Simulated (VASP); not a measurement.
Here is the system:

```xyz
2
Lattice="2.8346 0.0000 0.0000 0.0000 2.8346 0.0000 0.0000 0.0000 3.4745" Properties=species:S:1:pos:R:3 pbc="T T T"
Pt     0.0000     0.0000     0.0000
Zn     1.4173     1.4173     1.7373
```

All values below come from PBEsol GGA, VASP's PBE PAW potentials (set 64) (plane waves; VASP). Numerical set-up: 400 eV cut-off, Gaussian smearing of 0.050 eV, potentials Pt Zn.

Task: Give the energies of bands 3 to 14 at the high-symmetry points, in eV from the Fermi level.

Result: 
| band | Γ | X | M | Z | R | A |
|---|---|---|---|---|---|---|
| 3 | -7.77 | -7.10 | -7.65 | -7.42 | -7.12 | -7.24 |
| 4 | -6.96 | -6.91 | -7.65 | -6.83 | -7.04 | -6.62 |
| 5 | -6.96 | -6.79 | -6.41 | -6.83 | -6.75 | -6.40 |
| 6 | -6.71 | -6.75 | -5.13 | -6.65 | -5.61 | -5.87 |
| 7 | -4.71 | -4.42 | -2.63 | -5.99 | -4.30 | -5.28 |
| 8 | -4.06 | -4.41 | -2.58 | -5.11 | -2.11 | -5.28 |
| 9 | -1.51 | -4.20 | -2.58 | -2.47 | -2.01 | -1.29 |
| 10 | -1.51 | -2.71 | -0.49 | -2.47 | -1.59 | 0.26 |
| 11 | -0.91 | -1.63 | -0.49 | -1.95 | -1.41 | 2.83 |
| 12 | 2.42 | 1.26 | 0.25 | -0.99 | -1.20 | 5.21 |
| 13 | 8.48 | 9.21 | 5.28 | 12.47 | 3.25 | 5.21 |
| 14 | 8.48 | 9.89 | 5.84 | 14.03 | 4.41 | 5.56 |

It has no gap at this level: it comes out as a metal or semimetal.

The structure comes from a measured ZnPt entry (P4/mmm) of the Crystallography Open Database, whose conditions weren't checked. It was relaxed first.
